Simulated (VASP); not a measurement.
# SiF (Pm-3m) in VASP: settings compared

One crystal, SiF, is run at these levels: LDA, PBE; tasks: relaxation of cell and atoms.

Everything below comes from runs of VASP 6.6.1. Logs are shortened: lines on timing, memory, paths and dates and some standing lists are left out, and cuts for length are marked.

## Step 1: The structure

It takes space group Pm-3m (No. 221, cubic). The conventional cell has a = 3.029 Å, b = 3.029 Å, c = 3.029 Å, α = 90.00°, β = 90.00°, γ = 90.00°. Around Si (site symmetry m-3m) lie 8 F at 2.62 Å. Around F (site symmetry m-3m) lie 8 Si at 2.62 Å.

The cell was built by a generator and needn't be a form met in nature.

## Step 2: Relaxation of cell and atoms, LDA

INCAR reads:

```
SYSTEM = SiF
ALGO     = Normal         ! electronic algorithm
EDIFF    = 1E-6           ! SCF threshold, eV
EDIFFG   = -0.01          ! ionic threshold
ENCUT    = 600            ! plane-wave cutoff, eV
IBRION   = 2              ! ionic algorithm
ISIF     = 3              ! what is computed and relaxed
ISMEAR   = -1             ! smearing method
LASPH    = .True.         ! aspherical terms in the spheres
LCHARG   = .False.        ! write CHGCAR
LREAL    = .False.        ! projectors in reciprocal space
LWAVE    = .False.        ! write WAVECAR
NELM     = 80             ! most SCF steps
NSW      = 40             ! ionic steps
PREC     = Accurate       ! precision mode
SIGMA    = 0.05           ! smearing width, eV
```

KPOINTS reads:

```
k-points
0
Gamma
  9 9 9
  0 0 0
```

POSCAR reads:

```
SiF
1.0
    3.0286000000      0.0000000000      0.0000000000
    0.0000000000      3.0286000000      0.0000000000
    0.0000000000      0.0000000000      3.0286000000
Si F
1 1
Direct
    0.5000000000      0.5000000000      0.5000000000
    0.0000000000      0.0000000000      0.0000000000
```

Potentials or basis: VASP PAW LDA potentials, release 64 (Si, F).

Run with:

```console
$ cat potpaw_LDA.64/Si/POTCAR potpaw_LDA.64/F/POTCAR > POTCAR
$ mpirun -np 1 vasp_std > vasp.out
```

OUTCAR:

```text
SYSTEM = SiF
   EDIFF = 1E-6
   EDIFFG = -0.01
   ENCUT = 600
   IBRION = 2
   ISIF = 3
   ISMEAR = -1
   LASPH = .True.
   LREAL = .False.
   NELM = 80
   NSW = 40
   PREC = Accurate

 ion  position               nearest neighbor table
   1  0.500  0.500  0.500-
   2  0.000  0.000  0.000-

  LATTYP: Found a simple cubic cell.
 ALAT       =     3.0286000000

  Lattice vectors:

 A1 = (   3.0286000000,   0.0000000000,   0.0000000000)
 A2 = (   0.0000000000,   3.0286000000,   0.0000000000)
 A3 = (   0.0000000000,   0.0000000000,   3.0286000000)

Analysis of symmetry for initial positions (statically):
=====================================================================
 Subroutine PRICEL returns:
 Original cell was already a primitive cell.

 Routine SETGRP: Setting up the symmetry group for a
 simple cubic supercell.

 Subroutine GETGRP returns: Found 48 space group operations
 (whereof 48 operations were pure point group operations)
 out of a pool of 48 trial point group operations.

The static configuration has the point symmetry O_h .

Analysis of symmetry for dynamics (positions and initial velocities):
=====================================================================
 Subroutine PRICEL returns:
 Original cell was already a primitive cell.

 Routine SETGRP: Setting up the symmetry group for a
 simple cubic supercell.

 Subroutine GETGRP returns: Found 48 space group operations
 (whereof 48 operations were pure point group operations)
 out of a pool of 48 trial point group operations.

The dynamic configuration has the point symmetry O_h .

 Subroutine INISYM returns: Found 48 space group operations
 (whereof 48 operations are pure point group operations),
 and found     1 'primitive' translations

----------------------------------------------------------------------------------------

                                     Primitive cell

  volume of cell :      27.7796

  direct lattice vectors                    reciprocal lattice vectors
     3.028600000  0.000000000  0.000000000     0.330185564  0.000000000  0.000000000
     0.000000000  3.028600000  0.000000000     0.000000000  0.330185564  0.000000000
     0.000000000  0.000000000  3.028600000     0.000000000  0.000000000  0.330185564

  length of vectors
     3.028600000  3.028600000  3.028600000     0.330185564  0.330185564  0.330185564

  position of ions in fractional coordinates (direct lattice)
     0.500000000  0.500000000  0.500000000
     0.000000000  0.000000000  0.000000000

  ion indices of the primitive-cell ions
   primitive index   ion index
                 1           1
                 2           2

----------------------------------------------------------------------------------------

 KPOINTS: k-points

Automatic generation of k-mesh.
 Grid dimensions read from file:
 generate k-points for:    9    9    9

 Generating k-lattice:

  Cartesian coordinates                     Fractional coordinates (reciprocal lattice)
     0.036687285  0.000000000  0.000000000     0.111111111  0.000000000  0.000000000
     0.000000000  0.036687285  0.000000000     0.000000000  0.111111111  0.000000000
     0.000000000  0.000000000  0.036687285     0.000000000  0.000000000  0.111111111

  Length of vectors
     0.036687285  0.036687285  0.036687285

  Shift w.r.t. Gamma in fractional coordinates (k-lattice)
[... 49 lines left out ...]
   LASPH  =      T    aspherical Exc in radial PAW
   ENCUT  =  600.0 eV  44.10 Ry    6.64 a.u.   6.05  6.05  6.05*2*pi/ulx,y,z
   NELM   =     80;   NELMIN=  2; NELMDL= -5     # of ELM steps
   EDIFF  = 0.1E-05   stopping-criterion for ELM
   LREAL  =      F    real-space projection
   EDIFFG = -.1E-01   stopping-criterion for IOM
   NSW    =     40    number of steps for IOM
   IBRION =      2    ionic relax: 0-MD 1-quasi-New 2-CG
   NFREE  =      1    steps in history (QN), initial steepest desc. (CG)
   ISIF   =      3    stress and relaxation
   ISYM   =      2    0-nonsym 1-usesym 2-fastsym
   POTIM  = 0.5000    time-step for ionic-motion
   TEBEG  =    0.0;   TEEND  =   0.0 temperature during run
   PSTRESS=    0.0 pullay stress
   NELECT =      11.0000    total number of electrons
   NUPDOWN=      -1.0000    fix difference up-down
   EMIN   =  10.00;   EMAX   =-10.00  energy-range for DOS
   EFERMI =   0.00;   METHOD = LEGACY
   ISMEAR =    -1;   SIGMA  =   0.05  broadening in eV -4-tet -1-fermi 0-gaus
   EFERMI_NEDOS =   21; number of points for ismear=-14 and -15
   IALGO  =     38    algorithm
   IMIX   =      4    mixing-type and parameters
     AMIX     =   0.40;   BMIX     =  1.00
     AMIX_MAG =   1.60;   BMIX_MAG =  1.00
  volume/ion in A,a.u.               =      13.89        93.73
  Fermi-wavevector in a.u.,A,eV,Ry     =   1.202164  2.271761 19.663124  1.445199
  Thomas-Fermi vector in A             =   2.337953
   LORBIT       =      0    0 simple, 1 ext, 2 COOP (PROOUT), +10 PAW based schemes
   GGA     = CA    functional components
   LHFCALC =     F    Hartree Fock is set to
   AEXX    =    0.0000 exact exchange contribution
   IVDW    =     0    specifies the selected vdW correction
   LEPSILON=     F    determine dielectric tensor
   LRPA    =     F    only Hartree local field effects (RPA)
 conjugate gradient relaxation of ions
 non-spin polarized calculation
  energy-cutoff  :      600.00
  volume of cell :       27.78
 maximum number of plane-waves:       943
   NGX = 13   NGY = 13   NGZ = 13

--------------------------------------- Ionic step        1  -------------------------------------------

 number of electron      11.0000013 magnetization

 Free energy of the ion-electron system (eV)
  ---------------------------------------------------
  ext. energy  EPLUGINS =         0.00000000
  ---------------------------------------------------
  free energy    TOTEN  =        -9.02381498 eV

  energy without entropy =       -9.00622984  energy(sigma->0) =       -9.01502241

------------------------ aborting loop because EDIFF is reached ----------------------------------------

  FORCE on cell =-STRESS in cart. coord.  units (eV):
  Direction    XX          YY          ZZ          XY          YZ          ZX
  --------------------------------------------------------------------------------------
  -------------------------------------------------------------------------------------
  Total       -1.0379125     -1.0379125     -1.0379125     -0.0000000      0.0000000     -0.0000000
  in kB      -59.8612183    -59.8612183    -59.8612183     -0.0000000      0.0000000     -0.0000000
  external PRESSURE =     -59.8612183 kB  Pullay stress =       0.0000000 kB

 VOLUME and BASIS-vectors are now :
 -----------------------------------------------------------------------------
  energy-cutoff  :      600.00
  volume of cell :       27.78
      direct lattice vectors                 reciprocal lattice vectors
     3.028600000  0.000000000  0.000000000     0.330185564  0.000000000  0.000000000
     0.000000000  3.028600000  0.000000000     0.000000000  0.330185564  0.000000000
     0.000000000  0.000000000  3.028600000     0.000000000  0.000000000  0.330185564

 POSITION                                       TOTAL-FORCE (eV/Angst)
 -----------------------------------------------------------------------------------
      1.51430      1.51430      1.51430         0.000000      0.000000      0.000000
      0.00000      0.00000      0.00000         0.000000      0.000000      0.000000
 -----------------------------------------------------------------------------------
    total drift:                               -0.000000      0.000000      0.000000

  FREE ENERGIE OF THE ION-ELECTRON SYSTEM (eV)
  ---------------------------------------------------
  free  energy   TOTEN  =        -9.0238149772 eV

  energy  without entropy=       -9.0062298357  energy(sigma->0) =       -9.01502241

--------------------------------------- Ionic step        2  -------------------------------------------

 number of electron      10.9999991 magnetization

 Free energy of the ion-electron system (eV)
  ---------------------------------------------------
  ext. energy  EPLUGINS =         0.00000000
  ---------------------------------------------------
  free energy    TOTEN  =        -9.06479584 eV

  energy without entropy =       -9.04831186  energy(sigma->0) =       -9.05655385

 E-fermi :   6.5475     XC(G=0): -10.9546

 val. band max:        6.5227733083   @ k =   0.3333   0.2222   0.0000
 cond. band min:       6.5521570753   @ k =   0.4444   0.4444   0.4444
 fundamental gap:      0.0293837671
 Fermi energy:         6.5474955517

 k-point     1 :       0.0000    0.0000    0.0000
  band No.  band energies     occupation
      1     -17.7942      2.00000
      2      -2.5475      2.00000
      3       0.8217      2.00000
      4       0.8217      2.00000
      5       0.8217      2.00000
      6      12.0815      0.00000
      7      12.0815      0.00000
      8      12.0815      0.00000
      9      12.1935      0.00000
[... 265 lines left out ...]
 k-point    24 :       0.4444    0.3333    0.1111
  band No.  band energies     occupation
      1     -17.2910      2.00000
      2      -2.2541      2.00000
      3      -0.8231      2.00000
      4       1.1066      2.00000
      5       2.3248      2.00000
      6       6.6213      0.37186
      7       7.7086      0.00000
      8      11.8974      0.00000
      9      14.4471      0.00000

 [... further k-points ...]
[... 5 lines left out ...]
  --------------------------------------------------------------------------------------
  -------------------------------------------------------------------------------------
  Total       -0.0116990     -0.0116990     -0.0116990      0.0000000      0.0000000      0.0000000
  in kB       -0.7280604     -0.7280604     -0.7280604      0.0000000      0.0000000      0.0000000
  external PRESSURE =      -0.7280604 kB  Pullay stress =       0.0000000 kB

 VOLUME and BASIS-vectors are now :
 -----------------------------------------------------------------------------
  energy-cutoff  :      600.00
  volume of cell :       25.74
      direct lattice vectors                 reciprocal lattice vectors
     2.952776498  0.000000000 -0.000000000     0.338664305  0.000000000  0.000000000
    -0.000000000  2.952776498  0.000000000    -0.000000000  0.338664305  0.000000000
     0.000000000  0.000000000  2.952776498     0.000000000  0.000000000  0.338664305

 POSITION                                       TOTAL-FORCE (eV/Angst)
 -----------------------------------------------------------------------------------
      1.47639      1.47639      1.47639        -0.000000      0.000000      0.000000
      0.00000      0.00000      0.00000         0.000000      0.000000      0.000000
 -----------------------------------------------------------------------------------
    total drift:                                0.000000      0.000000      0.000000

  FREE ENERGIE OF THE ION-ELECTRON SYSTEM (eV)
  ---------------------------------------------------
  free  energy   TOTEN  =        -9.0647958356 eV

  energy  without entropy=       -9.0483118648  energy(sigma->0) =       -9.05655385

 reached required accuracy - stopping structural energy minimisation
```

Run time: 3.9 s. Hardware: 1 thread of Intel Xeon 6975P-C (Granite Rapids), shared host; peak memory 0.12 GiB.

What came out:

```yaml
Free_energy: -9.0648 eV
Relaxed_volume: 12.87 Å³/atom
Relaxed_cell: a = 2.953 Å, b = 2.953 Å, c = 2.953 Å, α = 90.00°, β = 90.00°, γ = 90.00°
Space_group_after_relaxing_to_0.05_Å: Pm-3m (No. 221)
Energy_gained_by_relaxing: 20.5 meV/atom
Ionic_steps: 2
Pressure_after_relaxing: -0.1 GPa
Band_gap_on_the_k_mesh: none (metal or under the smearing width)
```

Step by step:
```tsv
step	energy change (eV)	largest force (eV/Å)	pressure (GPa)	volume (Å³)
1	0.0000	0.0000	-5.99	27.78
2	-0.0410	0.0000	-0.07	25.74
```

Final structure:
```
Si F
1.0
     2.95278    0.00000    0.00000
     0.00000    2.95278    0.00000
     0.00000    0.00000    2.95278
Si F
1 1
Direct
  0.50000 0.50000 0.50000
  0.00000 0.00000 0.00000
```

Caveat: an odd number of electrons without spin polarisation forces a metal; a magnetic or distorted state may lie lower.

## Step 3: Relaxation of cell and atoms, PBE

INCAR, as its differences from that of step 2:

```diff
@@ -5,2 +5,3 @@
 ENCUT    = 600            ! plane-wave cutoff, eV
+GGA      = PE             ! functional
 IBRION   = 2              ! ionic algorithm
```

KPOINTS is that of step 2.

POSCAR is that of step 2.

Potentials or basis: VASP PAW PBE potentials, release 64 (Si, F).

Run with:

```console
$ cat potpaw_PBE.64/Si/POTCAR potpaw_PBE.64/F/POTCAR > POTCAR
$ mpirun -np 1 vasp_std > vasp.out
```

It took 2.9 s on 1 thread of Intel Xeon 6975P-C (Granite Rapids), shared host; peak memory 0.13 GiB.

It converged, with:

- Free energy: -7.7801 eV
- Pressure after relaxing: -0.1 GPa
- Band gap on the k mesh: none (metal or under the smearing width)

Final structure:
```
Si F
1.0
     3.02860    0.00000    0.00000
     0.00000    3.02860    0.00000
     0.00000    0.00000    3.02860
Si F
1 1
Direct
  0.50000 0.50000 0.50000
  0.00000 0.00000 0.00000
```

Levels at points of the mesh, in eV from the Fermi level:
```csv
k point,band 3,band 4,band 5,band 6,band 7,band 8
"(0.00, 0.00, 0.00)",-5.22,-5.22,-5.22,5.15,5.15,5.15
```

Caveat: the relaxation stopped at its first step, so nothing moved; an odd number of electrons without spin polarisation forces a metal; a magnetic or distorted state may lie lower.

## Step 4: For comparison

An earlier run on the cell as given: functional PBE; potentials or basis VASP PAW PBE potentials, release 64 (Si, F); cutoff 520 eV; k mesh 9 × 9 × 9; occupations fermi-dirac, width 0.05 eV; no spin polarisation.

- Pressure: 0.0 GPa
- Band gap on the k mesh: none (metal or under the smearing width)

## Step 5: The runs side by side

| task | level | potentials or basis | cell | cutoff (eV) | gap on the mesh (eV) | pressure (GPa) |
| --- | --- | --- | --- | --- | --- | --- |
| relaxation of cell and atoms | LDA | VASP PAW LDA potentials, release 64 (Si, F) | relaxed | 600 | none | -0.1 |
| relaxation of cell and atoms | PBE | VASP PAW PBE potentials, release 64 (Si, F) | relaxed | 600 | none | -0.1 |
| single point | PBE | VASP PAW PBE potentials, release 64 (Si, F) | as given | 520 | none | 0.0 |

Alike in all rows: no spin polarisation; k mesh 9 × 9 × 9; smearing fermi-dirac 0.05 eV.

Caveats: an odd number of electrons without spin polarisation forces a metal; a magnetic or distorted state may lie lower; the relaxation stopped at its first step, so nothing moved (some runs).

Total energies depend on the potentials used, so only differences within one code and one set of settings carry meaning.
